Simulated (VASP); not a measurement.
Given:

```xyz
3
Lattice="0.0000 3.1779 3.1779 3.1779 0.0000 3.1779 3.1779 3.1779 0.0000" Properties=species:S:1:pos:R:3 pbc="T T T"
Mg     1.5889     1.5889     1.5889
Mg     4.7668     4.7668     4.7668
Ge     0.0000     0.0000     0.0000
```

These are PBEsol GGA, VASP's PBE PAW potentials (set 64) (plane waves; VASP) values and carry that method's errors. Run with 480 eV cut-off, 6×6×6 Γ-centred mesh, Gaussian smearing of 0.050 eV, potentials Mg Ge_d.

Estimate the energy per atom (σ→0), band gap (on the k-mesh) with the smallest direct gap where there is one.

The band gap (on the k-mesh) is 0.07 eV, the smallest direct gap (on the k-mesh) is 1.06 eV and the energy per atom (σ→0) comes out as -3.073 eV/atom.

Total energies compare only between runs with the same potentials, cut-off and functional.

The compound is Mg2Ge in the antifluorite structure. It was relaxed first.
